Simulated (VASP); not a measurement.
# SiO2 (P3_121): a series in a change of volume, part 3 of 3

How do the elastic response and the band edges of SiO2 follow a change of volume?

VASP 6.6.1, plane waves and PAW; the level of theory is named at each step.

So far: The starting structure; Relax the crystal, LDA; Relax at fixed volume, LDA; Dielectric response, LDA.

## (5) Gap at another level, r2SCAN

The gap is read on the mesh at a level that opens it further.

Level: r2SCAN; plane waves and PAW (Si, O).

INCAR

```
SYSTEM = SiO2
PREC = Accurate
ENCUT = 600
EDIFF = 1E-06
NELM = 100
ISMEAR = 0
SIGMA = 0.02
LREAL = .FALSE.
ALGO = Normal
METAGGA = R2SCAN
LASPH = .TRUE.
NBANDS = 28
LWAVE = .FALSE.
LCHARG = .FALSE.
KPAR = 8
```

POSCAR

```
SiO2
1.0
    4.7870420759      0.0000000000      0.0000000000
   -2.3935210379      4.1457000566      0.0000000000
    0.0000000000      0.0000000000      5.3116882147
Si O
3 6
Direct
    0.4576313539      0.0000000000      0.3333333330
    0.0000000000      0.4576313539      0.6666666670
    0.5423686461      0.5423686461      0.0000000000
    0.4073041327      0.2872419969      0.2294877384
    0.7127580031      0.1200621358      0.5628210714
    0.8799378642      0.5926958673      0.8961544054
    0.2872419969      0.4073041327      0.7705122616
    0.1200621358      0.7127580031      0.4371789286
    0.5926958673      0.8799378642      0.1038455946
```

KPOINTS

```
Automatic mesh
0
Gamma
6 6 5
0 0 0
```

Potentials, in the order of the species: Si and O (LDA family, release 64).

Command:

```
$ mpirun -np 8 vasp_std
```

Log:

```text
[banner, memory and clock lines left out]
running    8 mpi-ranks, on    1 nodes
[...]
[... a notice as in an earlier step ...]

|                                                                             |
|               ----> ADVICE to this user running VASP <----                  |
|                                                                             |
|     You enforced a specific xc type in the INCAR file but a different       |
|     [... a line on the potential file left out ...]
|     I HOPE YOU KNOW WHAT YOU ARE DOING!                                     |
|                                                                             |

 LDA part: xc-table for (None), standard interpolation
 POSCAR, INCAR and KPOINTS ok, starting setup
[...]
entering main loop
       N       E                     dE             d eps       ncg     rms          rms(c)
DAV:   1     0.135790999639E+03    0.13579E+03   -0.28727E+04  1512   0.183E+03
DAV:   2    -0.267200890451E+03   -0.40299E+03   -0.39326E+03  1992   0.377E+02
DAV:   3    -0.287161113476E+03   -0.19960E+02   -0.19907E+02  1724   0.950E+01
DAV:   4    -0.287413597891E+03   -0.25248E+00   -0.25204E+00  1744   0.115E+01
[...]
DAV:  11    -0.263493066590E+03   -0.25419E-03   -0.29729E-04  1700   0.140E-01    0.399E-02
DAV:  12    -0.263493058404E+03    0.81853E-05   -0.19197E-05  1728   0.317E-02    0.131E-02
DAV:  13    -0.263493059227E+03   -0.82295E-06   -0.27293E-06  1248   0.122E-02
   1 F= -.26349306E+03 E0= -.26349306E+03  d E =-.891268E-28
```

Run time: 29 s. Hardware: 8 MPI ranks of Intel Xeon 6975P-C (Granite Rapids), shared host; peak memory 2.5 GiB; 3.6 min of CPU time.

Parts of OUTCAR (step 5):

```text
  Total        1.3904043      1.3904043      1.4123410      0.0000000      0.0000000     -0.0000000
  in kB       21.1326511     21.1326512     21.4660657      0.0000000      0.0000000     -0.0000000
  external PRESSURE =      21.2437893 kB  Pullay stress =       0.0000000 kB

 POSITION                                       TOTAL-FORCE (eV/Angst)
 -----------------------------------------------------------------------------------
      2.19070      0.00000      1.77056        -0.008635     -0.000000     -0.000000
     -1.09535      1.89720      3.54113         0.004318     -0.007478     -0.000000
      1.29817      2.24850      0.00000         0.004318      0.007478     -0.000000
      1.26226      1.19082      1.21897         0.056088     -0.017725     -0.049759
      3.12463      0.49774      2.98953        -0.012694      0.057437     -0.049759
      2.79367      2.45714      4.76009        -0.043395     -0.039711     -0.049759
      0.40015      1.68856      4.09272        -0.043395      0.039711      0.049759
     -1.13126      2.95488      2.32216         0.056088      0.017725      0.049759
      0.73111      3.64796      0.55160        -0.012694     -0.057437      0.049759
 -----------------------------------------------------------------------------------
    total drift:                                0.000005      0.000003      0.000000

  FREE ENERGIE OF THE ION-ELECTRON SYSTEM (eV)
  ---------------------------------------------------
  free  energy   TOTEN  =      -263.4930592274 eV

  energy  without entropy=     -263.4930592274  energy(sigma->0) =     -263.49305923

[... 1 part as in an earlier step ...]

[... 2 further parts left out ...]
[key lines of the parts left out:]
E-fermi :   1.4529
```

Read from the output:

- energy(sigma→0) of the program: -263.4931 eV
- stress, compression positive: xx, yy, zz 2.11, 2.11, 2.15 GPa

The run ends at a pressure of 2.12 GPa, with forces up to 0.077 eV/Å.

## (6) Gap at another level, TB-mBJ

The gap is read on the mesh at a level that opens it further.

Level: TB-mBJ; plane waves and PAW (Si, O).

TB-mBJ has no energy functional, so the total energy, stress and pressure in this output mean nothing.

INCAR: that of step 5 with these lines changed.

```diff
@@ -4,3 +4,3 @@
 EDIFF = 1E-06
-NELM = 100
+NELM = 150
 ISMEAR = 0
@@ -9,3 +9,3 @@
 ALGO = Normal
-METAGGA = R2SCAN
+METAGGA = MBJ
 LASPH = .TRUE.
```

POSCAR is that of step 5.

KPOINTS is that of step 5.

Command:

```
$ mpirun -np 8 vasp_std
```

Log:

```text
[banner, memory and clock lines left out]
running    8 mpi-ranks, on    1 nodes
[...]
[... a notice as in an earlier step ...]

 [... a notice as in an earlier step ...]

 LDA part: xc-table for (None), standard interpolation
 POSCAR, INCAR and KPOINTS ok, starting setup
[...]
entering main loop
       N       E                     dE             d eps       ncg     rms          rms(c)
DAV:   1     0.321320732307E+03    0.32132E+03   -0.28302E+04  1512   0.179E+03
DAV:   2    -0.798274677905E+02   -0.40115E+03   -0.39160E+03  1992   0.373E+02
DAV:   3    -0.100137697965E+03   -0.20310E+02   -0.20258E+02  1720   0.951E+01
DAV:   4    -0.100399042053E+03   -0.26134E+00   -0.26091E+00  1744   0.117E+01
[...]
DAV:  46    -0.747103107175E+02   -0.27399E-05   -0.41108E-12   792   0.830E-06    0.223E-06
DAV:  47    -0.747103097012E+02    0.10163E-05   -0.68309E-12   792   0.730E-06    0.128E-06
DAV:  48    -0.747103092434E+02    0.45774E-06   -0.30484E-13   792   0.311E-06
   1 F= -.74710309E+02 E0= -.74710309E+02  d E =-.544542E-14
```

Elapsed: 49 s, on 8 MPI ranks; peak memory 2.7 GiB; 6.3 min of CPU time.

From OUTCAR (step 6):

```text
  Total       -6.2629511     -6.2629511     -7.6191378     -0.0000000      0.0000000     -0.0000000
  in kB      -95.1901272    -95.1901277   -115.8027070     -0.0000000      0.0000000     -0.0000000
  external PRESSURE =    -102.0609873 kB  Pullay stress =       0.0000000 kB

 POSITION                                       TOTAL-FORCE (eV/Angst)
 -----------------------------------------------------------------------------------
      2.19070      0.00000      1.77056         0.330554     -0.000000      0.000000
     -1.09535      1.89720      3.54113        -0.165277      0.286268      0.000000
      1.29817      2.24850      0.00000        -0.165277     -0.286268      0.000000
      1.26226      1.19082      1.21897        -1.933685      0.332683      1.339681
      3.12463      0.49774      2.98953         0.678731     -1.840962      1.339681
      2.79367      2.45714      4.76009         1.254955      1.508279      1.339681
      0.40015      1.68856      4.09272         1.254955     -1.508279     -1.339681
     -1.13126      2.95488      2.32216        -1.933685     -0.332683     -1.339681
      0.73111      3.64796      0.55160         0.678731      1.840962     -1.339681
 -----------------------------------------------------------------------------------
    total drift:                                0.000060      0.000097      0.000001

  FREE ENERGIE OF THE ION-ELECTRON SYSTEM (eV)
  ---------------------------------------------------
  free  energy   TOTEN  =       -74.7103092434 eV

  energy  without entropy=      -74.7103092434  energy(sigma->0) =      -74.71030924

[... 2 parts as in an earlier step ...]

[... 1 further part left out ...]
[key lines of the parts left out:]
E-fermi :   2.6917
```

## (7) The whole series

Runs beyond LDA use the data sets made with LDA; this shifts their levels slightly, and their total energies have another zero (at TB-mBJ, which has no energy functional, they mean nothing).

The other members went through these steps as far as the tables show, with the same cutoff and, step by step, the same mesh (but for the dielectric runs, see below); 25 runs are not shown. The session took 12 core hours (wall time by ranks) on a shared machine.

The dielectric columns come from linear-response runs at LDA, run where the gap exceeds a picked 1.2 eV, on meshes that differ between rows: 6×6×4 at 0.94, 0.96, 0.98; 5×5×4 at 1, 1.02, 1.04, 1.06. A change between rows on different meshes is not the strain's alone.

```tsv
volume over the relaxed volume	volume (Å³/atom)	pressure (GPa)	energy above the unstrained row (meV/atom)	gap on the mesh, LDA (eV)	ε∞ (mean)	static ε (mean)	largest Born charge, mean of the diagonal (e)	lowest optical mode (cm⁻¹)	highest mode without LO–TO splitting (cm⁻¹)
0.940	11.469	2.595	7.718	6.046	2.620	4.912	3.331	141.621	1138.900
0.960	11.713	1.580	3.772	5.972	2.590	4.846	3.334	138.225	1141.200
0.980	11.957	0.733	1.261	5.902	2.560	4.783	3.338	135.516	1144.390
1	12.201	-0.010	0.000	5.836	2.532	4.727	3.343	130.554	1147.530
1.020	12.445	-0.640	-0.197	5.773	2.504	4.676	3.350	124.577	1151.290
1.040	12.689	-1.215	0.527	5.712	2.478	4.627	3.358	121.998	1155.550
1.060	12.933	-1.703	2.039	5.654	2.452	4.584	3.367	115.940	1159.890
```

A cubic of the pressure in ln(V/V₀) through all rows has the slope −B at V₀: B = 34 GPa, and its curvature gives B′ = 6.2.

Gaps at r2SCAN, read on its mesh alone:

```tsv
volume over the relaxed volume	gap (eV)
0.940	6.963
0.960	6.884
0.980	6.808
1	6.735
1.020	6.665
1.040	6.598
1.060	6.533
```

Gaps at TB-mBJ, read on its mesh alone, with one row partly withheld:

```tsv
volume over the relaxed volume	gap (eV)
0.940	8.669
0.960	8.644
0.980	8.621
1	8.602
1.020	?
1.040	8.569
1.060	8.558
```

## (8) A fit to the known rows

The quantity to fit is the gap at TB-mBJ: 8.669, 8.644, 8.621, 8.602, 8.569, 8.558 eV in the rows shown.

Fitting a parabola to the 6 known rows (u: logarithm of the volume ratio) gives E = 2.813 u² − 0.9191 u + 8.602 in eV; the residuals are 2.5e-4 eV r.m.s.

At u = 0.01980 this predicts 8.5845 eV.

## (9) The withheld row

The calculation gives 8.5855 eV, so the prediction is 0.0010 eV too low, more than twice the residual of the fit.

## (10) Results

```yaml
bulk_modulus: 34 GPa
gap_of_the_unstrained_cell_r2scan: 6.73 eV
gap_of_the_unstrained_cell_tb_mbj: 8.60 eV
de_d_ln_v_of_the_gap_tb_mbj: -0.92 eV
error_of_the_predicted_row: -1.0 meV
```

In words: The slope of the energy gives 0.46 GPa at the relaxed volume where the pressure column has -0.01 GPa, a mark of the finite basis. r2SCAN opens gaps somewhat over GGA but leaves them below measured values as a rule. TB-mBJ is a potential fitted for gaps; it has no energy functional, so its total energies and forces mean nothing, and its bands tend to come out too narrow. Temperature, zero-point motion and excitons are left out.

[Lines on the potential files, build, host, timing and source positions are cut from VASP's logs without a mark.]

[Logs are printed without paths, hosts, clocks, repeated set-up lines and the standing remarks that a program may print on its own settings, such as how far it seeks lower states.]

[Hosts, paths, dates, database ids (printed as entryN), source tags and the programs' standing remarks are cut or masked in the printed files.]

[In band tables of VASP the shares of atoms and orbitals are scaled to a sum of 1 inside the atoms' spheres.]
